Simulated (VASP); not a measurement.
```
RhSe
1.0
    0.00000     3.02531     3.02531
    3.02531     0.00000     3.02531
    3.02531     3.02531     0.00000
Rh Se
1 1
Direct
  0.00000   0.00000   0.00000
  0.25000   0.25000   0.25000
```

Level of theory: r2SCAN meta-GGA, VASP's PBE PAW potentials (set 64) (plane waves; VASP). Run with 400 eV cut-off, 9×9×9 Γ-centred mesh, first-order Methfessel-Paxton smearing of 0.10 eV, potentials Rh_pv Se.

Energy and stress use the plane-wave basis of the starting cell.

Task: The ions, cell shape and volume are relaxed. Which structure does the run end with?

Result: 
```
RhSe
1.0
    0.00000     2.75724     2.75724
    2.75724     0.00000     2.75724
    2.75724     2.75724     0.00000
Rh Se
1 1
Direct
  0.00000   0.00000   0.00000
  0.25000   0.25000   0.25000
```
Space group F-43m (216), at a tolerance of 0.03 Å.

Task: How do energy and volume change from the first to the last step?

Result: The energy (σ→0) changes by -439.2 meV/atom and the volume by -24.3 %, in 4 ionic steps.

The structure was generated: RhSe was put into the zinc blende type (F-43m), which need not be its known phase. This run relaxes it. Symmetry was kept, so distortions that lower it aren't found. The electron count is odd and the run is not spin-polarised, which forces a metal.
